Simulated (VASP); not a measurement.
Output of a VASP run:

OSZICAR:
```
       N       E                     dE             d eps       ncg     rms          rms(c)
DAV:   1     0.600252519332E+03    0.60025E+03   -0.34121E+04  1480   0.173E+03
DAV:   2    -0.463886301771E+02   -0.64664E+03   -0.63282E+03  1775   0.481E+02
DAV:   3    -0.959346253247E+02   -0.49546E+02   -0.48091E+02  2294   0.112E+02
DAV:   4    -0.986296877638E+02   -0.26951E+01   -0.26866E+01  2128   0.230E+01
DAV:   5    -0.987311615604E+02   -0.10147E+00   -0.10145E+00  2093   0.406E+00    0.480E+01
DAV:   6    -0.856306027290E+02    0.13101E+02   -0.88280E+01  1727   0.363E+01    0.198E+01
DAV:   7    -0.853517997156E+02    0.27880E+00   -0.54981E+00  2033   0.943E+00    0.114E+01
DAV:   8    -0.852894086063E+02    0.62391E-01   -0.58228E-01  2024   0.370E+00    0.187E+00
DAV:   9    -0.852798370720E+02    0.95715E-02   -0.89513E-02  1928   0.127E+00    0.543E-01
DAV:  10    -0.852799816670E+02   -0.14459E-03   -0.84609E-03  1995   0.484E-01    0.266E-01
DAV:  11    -0.852800670216E+02   -0.85355E-04   -0.13505E-03  1951   0.253E-01    0.735E-02
DAV:  12    -0.852800854136E+02   -0.18392E-04   -0.25239E-04  1937   0.826E-02    0.237E-02
DAV:  13    -0.852800789722E+02    0.64414E-05   -0.24915E-05  1881   0.269E-02    0.879E-03
DAV:  14    -0.852800771428E+02    0.18294E-05   -0.29024E-06  1397   0.871E-03    0.340E-03
DAV:  15    -0.852800771859E+02   -0.43051E-07   -0.44067E-07   966   0.370E-03
   1 F= -.85280077E+02 E0= -.85278508E+02  d E =-.852801E+02
```

**OUTCAR**
```
------------------------ aborting loop because EDIFF is reached ----------------------------------------
  FORCE on cell =-STRESS in cart. coord.  units (eV):
  Direction    XX          YY          ZZ          XY          YZ          ZX
  --------------------------------------------------------------------------------------
  Total        0.0188848      0.0188848      0.0188848      0.0000000     -0.0000000      0.0000000
  in kB        0.3096075      0.3096075      0.3096075      0.0000000     -0.0000000      0.0000000
  external PRESSURE =       0.3096075 kB  Pullay stress =       0.0000000 kB
  volume of cell :       97.73
      direct lattice vectors                 reciprocal lattice vectors
     4.606142844  0.000000000  0.000000000     0.217101387  0.000000000  0.000000000
     0.000000000  4.606142844  0.000000000     0.000000000  0.217101387  0.000000000
     0.000000000  0.000000000  4.606142844     0.000000000  0.000000000  0.217101387
 POSITION                                       TOTAL-FORCE (eV/Angst)
 -----------------------------------------------------------------------------------
      0.00000      0.00000      0.00000         0.000000      0.000000      0.000000
      2.30307      2.30307      0.00000         0.000000      0.000000      0.000000
      2.30307      0.00000      2.30307         0.000000      0.000000      0.000000
      2.30307      2.30307      2.30307         0.000000      0.000000      0.000000
      0.00000      0.00000      2.30307         0.000000      0.000000      0.000000
      0.00000      2.30307      0.00000         0.000000      0.000000      0.000000
      2.30307      0.00000      0.00000         0.000000      0.000000      0.000000
      0.00000      2.30307      2.30307         0.000000      0.000000      0.000000
 -----------------------------------------------------------------------------------
    total drift:                                0.000000      0.000000      0.000000
  FREE ENERGIE OF THE ION-ELECTRON SYSTEM (eV)
  ---------------------------------------------------
  free  energy   TOTEN  =       -85.2800771859 eV

  energy  without entropy=      -85.2753682663  energy(sigma->0) =      -85.27850755

 reached required accuracy - stopping structural energy minimisation
```
(Selected blocks of OUTCAR.)

File POSCAR:
```
TaZr3C4
1
    4.6061428444    -0.0000000000    -0.0000000000
   -0.0000000000     4.6061428444     0.0000000000
    0.0000000000    -0.0000000000     4.6061428444
Zr C Ta
3 4 1
Direct
  0.0000000000   0.0000000000   0.0000000000
  0.5000000000   0.5000000000   0.0000000000
  0.5000000000   0.0000000000   0.5000000000
  0.5000000000   0.5000000000   0.5000000000
  0.0000000000   0.0000000000   0.5000000000
  0.0000000000   0.5000000000   0.0000000000
  0.5000000000   0.0000000000   0.0000000000
  0.0000000000   0.5000000000   0.5000000000
```

Q: Reconstruct the remaining input files.

A: One answer among several that fit: the input of the run itself, PBEsol GGA, plane waves, VASP's PBE PAW potentials (set 64).

### INCAR
```
SYSTEM = TaZr3C4
PREC = Accurate
ENCUT = 520
EDIFF = 1E-6
NELM = 100
ALGO = Normal
LREAL = .FALSE.
LASPH = .TRUE.
ISMEAR = 1
SIGMA = 0.1
GGA = PS
LMAXMIX = 6
LWAVE = .FALSE.
LCHARG = .FALSE.
IBRION = 2
ISIF = 3
NSW = 60
EDIFFG = -0.02
```

**KPOINTS**
```
Regular mesh
0
G
 6 6 6
0 0 0
```

POTCAR, in this order: Zr_sv C Ta_pv (PBE.64 set). Program: vasp_std.

The structure was generated: TaZr3C4 was put into an ordered model structure (Pm-3m), which need not be its known phase. It was relaxed first. The start is the result of an earlier pass. The electron count is odd and the run is not spin-polarised, which forces a metal.
